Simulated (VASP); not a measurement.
The system is LaB6.

```
La B
1.0
     4.15261    0.00000    0.00000
     0.00000    4.15261    0.00000
     0.00000    0.00000    4.15261
La B
1 6
Direct
  0.00000 0.00000 0.00000
  0.80012 0.50000 0.50000
  0.19988 0.50000 0.50000
  0.50000 0.50000 0.80012
  0.50000 0.50000 0.19988
  0.50000 0.19988 0.50000
  0.50000 0.80012 0.50000
```

The cell is a database's computed one.

* Program: VASP 6.6.1
* Task: relaxation of cell and atoms
* Functional: LDA
* Potentials or basis: VASP PAW LDA potentials, release 64 (La, B)
* Cutoff: 600 eV
* k mesh: 8 × 8 × 8
* Occupations: gaussian, width 0.1 eV
* Spin: no spin polarisation

At the start: pressure -7.0 GPa; volume 10.23 Å³/atom.

How do energy, volume and symmetry change on relaxing?

Over 5 steps the energy falls by 8.8 meV/atom and the volume is 9.84 Å³/atom (-3.8 %); space group Pm-3m (No. 221, to 0.05 Å).

Step by step:
| step | energy change (eV) | largest force (eV/Å) | pressure (GPa) | volume (Å³) |
| --- | --- | --- | --- | --- |
| 1 | 0.0000 | 0.1321 | -6.98 | 71.61 |
| 2 | -0.0202 | 0.5633 | 5.65 | 67.09 |
| 3 | -0.0587 | 0.2312 | -0.35 | 69.06 |
| 4 | -0.0535 | 0.4073 | 0.55 | 68.57 |
| 5 | -0.0614 | 0.0011 | -0.04 | 68.88 |

Final structure:
```
CELL_PARAMETERS angstrom
4.09914 0.00000 0.00000
0.00000 4.09914 0.00000
0.00000 0.00000 4.09914
ATOMIC_POSITIONS crystal
La 0.00000 0.00000 0.00000
B 0.80016 0.50000 0.50000
B 0.19984 0.50000 0.50000
B 0.50000 0.50000 0.80016
B 0.50000 0.50000 0.19984
B 0.50000 0.19984 0.50000
B 0.50000 0.80016 0.50000
```
